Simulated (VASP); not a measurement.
Data:

```xyz
2
Lattice="1.6005 -2.7721 0.0000 1.6005 2.7721 0.0000 0.0000 0.0000 5.0587" Properties=species:S:1:pos:R:3 pbc="T T T"
Hf     1.6005     0.9240     1.2647
Hf     1.6005    -0.9240     3.7940
```

Level of theory: PBE GGA, VASP's PBE PAW potentials (set 64) (plane waves; VASP). Settings: 480 eV cut-off, 12×12×8 Γ-centred mesh, first-order Methfessel-Paxton smearing of 0.10 eV, potentials Hf_pv.

Energy and stress use the plane-wave basis of the starting cell.

**Question.** The ions, cell shape and volume at an external pressure of 30.0 GPa are relaxed. Predict the relaxed structure.

**Answer.** 
```xyz
2
Lattice="1.4946 -2.5887 0.0000 1.4946 2.5887 0.0000 0.0000 0.0000 4.7569" Properties=species:S:1:pos:R:3 pbc="T T T"
Hf     1.4946     0.8629     1.1892
Hf     1.4946    -0.8629     3.5677
```
Space group P6_3/mmc (194), at a tolerance of 0.03 Å.

**Question.** How do energy and volume change from the first to the last step?

**Answer.** The energy (σ→0) changes by +326.9 meV/atom and the volume by -18.0 %, in 10 ionic steps.

The compound is Hf in the hcp structure. This run relaxes it under an external pressure of 30 GPa. Symmetry was kept, so distortions that lower it aren't found.
